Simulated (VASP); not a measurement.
Consider the following.

```
Li2Se
1.0
    0.00000     3.00729     3.00729
    3.00729     0.00000     3.00729
    3.00729     3.00729     0.00000
Li Se
2 1
Direct
  0.75000   0.75000   0.75000
  0.25000   0.25000   0.25000
  0.00000   0.00000   0.00000
```

These are PBE GGA, VASP's PBE PAW potentials (set 64) (plane waves; VASP) values and carry that method's errors. Numerical set-up: 400 eV cut-off, 5×5×5 Γ-centred mesh, Gaussian smearing of 0.010 eV, potentials Li_sv Se.

At this cut-off the stress carries a Pulay error, which pulls relaxed volumes low.

Q: Give the stress tensor in GPa (positive for a compressed cell).

A: 
```
-1.96   0.00   0.00
 0.00  -1.96   0.00
 0.00   0.00  -1.96
```
The pressure is its mean diagonal, -1.96 GPa.

The structure comes from a computed database's Li2Se entry; how it stands against other phases isn't given here. The cell was not relaxed at this level.
